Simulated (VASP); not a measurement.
## Nb: core levels with PBEsol

The system is Nb.

```xyz
1
Lattice="-1.6640 1.6640 1.6640 1.6640 -1.6640 1.6640 1.6640 1.6640 -1.6640" Properties=species:S:1:pos:R:3 pbc="T T T"
Nb    0.0000    0.0000    0.0000
```

```yaml
Program: VASP 6.6.1
Task: core levels
Functional: PBEsol
Potentials_or_basis: VASP PAW PBE potentials, release 64 (Nb_sv)
Cutoff: 520 eV
k_mesh: 13 × 13 × 13
Occupations: methfessel-paxton, width 0.1 eV
Spin: no spin polarisation
Further_INCAR_settings: ALGO = Normal; EDIFF = 1e-06
```

```yaml
Pressure: -9.4 GPa
Band_gap_on_the_k_mesh: none (metal or under the smearing width)
```

Levels at points of the mesh, in eV from the Fermi level:
```tsv
k point	band 3	band 4	band 5	band 6	band 7	band 8	band 9	band 10
(0.00, 0.00, 0.00)	-29.66	-29.66	-5.93	0.37	0.37	0.37	3.21	3.21
```

Core levels (eV, on the scale of the bands):
| atom | levels |
| --- | --- |
| 1 Nb | 1s -18790.4, 2s -2615.6, 2p -2333.7, 3s -424.1, 3p -331.9, 3d -181.5 |

Wall time 5.6 s on 1 thread of Intel(R) Xeon(R) 6975P-C (Granite Rapids) (shared host), peak memory 0.14 GiB.

Caveat: the PAW data sets were made with another functional, which shifts forces and pressure a little.
